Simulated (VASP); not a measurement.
VASP input:

File KPOINTS:
```
Automatic mesh
0
Gamma
11 11 11
0 0 0
```

**POSCAR**
```
LiH
3.9861180
  0.0000000000   0.4999999939   0.4999999939
  0.4999999939   0.0000000000   0.4999999939
  0.4999999939   0.4999999939   0.0000000000
Li H
1 1
Direct
  0.0000000000   0.0000000000   0.0000000000
  0.5000000000   0.5000000000   0.5000000000
```

INCAR:
```
# general
SYSTEM  =LiH
PREC    =Accurate
ENCUT   =520
LREAL   =.FALSE.
LASPH   =.TRUE.

# electronic loop
EDIFF   =1E-7
NELM    =100
ALGO    =Normal

# smearing
ISMEAR  =0
SIGMA   =0.05

# functional
GGA     =ML
LUSE_VDW=.TRUE.
AGGAC   =0.0
ZAB_VDW =-1.8867

# ions
ISIF    =2

# output
LWAVE   =.FALSE.
LCHARG  =.FALSE.
```

POTCAR, in this order: Li_sv H (PBE.64 set). Program: vasp_std.

Write an equivalent input for Quantum ESPRESSO's pw.x.

One equivalent input (not run):
```
&CONTROL
  calculation = 'scf'
  pseudo_dir = './pseudo'
  outdir = './out'
  tprnfor = .true.
  tstress = .true.
/
&SYSTEM
  ibrav = 0
  nat = 2
  ntyp = 2
  ecutwfc = 74
  occupations = 'smearing'
  smearing = 'gaussian'
  degauss = 0.003675
  input_dft = 'vdw-df2'
/
&ELECTRONS
  conv_thr = 7.3e-09
  electron_maxstep = 100
/
ATOMIC_SPECIES
  Li 6.940 Li.upf
  H 1.008 H.upf
CELL_PARAMETERS angstrom
     0.0000000    1.9930590    1.9930590
     1.9930590    0.0000000    1.9930590
     1.9930590    1.9930590    0.0000000
ATOMIC_POSITIONS crystal
  Li   0.0000000  0.0000000  0.0000000
  H    0.5000000  0.5000000  0.5000000
K_POINTS automatic
  11 11 11 0 0 0
```
Limits of the translation: the potentials are each code's own (VASP's PAW set, PseudoDojo norm-conserving files in pw.x), so ENCUT and ecutwfc are chosen apart and not converted; conv_thr bounds pw.x's estimated SCF error, while EDIFF bounds the energy change between steps.

The compound is LiH in the rock salt structure. This cell is one point of a volume scan, at 0.97 of the reference volume.
